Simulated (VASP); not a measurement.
```yaml
crystal:
  lattice:
    - [3.01284, 0.00000, 0.00000]
    - [-1.50642, 2.60919, 0.00000]
    - [0.00000, 0.00000, 3.46348]
  atoms:
    - { symbol: Mg, position: [0.00000, 0.00000, 0.00000] }
    - { symbol: B, position: [0.66667, 0.33333, 0.50000] }
    - { symbol: B, position: [0.33333, 0.66667, 0.50000] }
```

These are PBE GGA, VASP's PBE PAW potentials (set 64) (plane waves; VASP 6.6.1) values and carry that method's errors. Numerical set-up: 400 eV cut-off, 9×9×7 Γ-centred mesh, Fermi-Dirac smearing of 0.10 eV, potentials Mg B.

At this cut-off the stress carries a Pulay error, which pulls relaxed volumes low.

Q: Give the stress tensor in GPa (positive for a compressed cell).

A: 
```
11.54   0.00   0.00
 0.00  11.54   0.00
 0.00   0.00   6.78
```
The pressure is its mean diagonal, 9.95 GPa.

The structure comes from a computed database's MgB2 entry; how it stands against other phases isn't given here. The cell was not relaxed at this level.
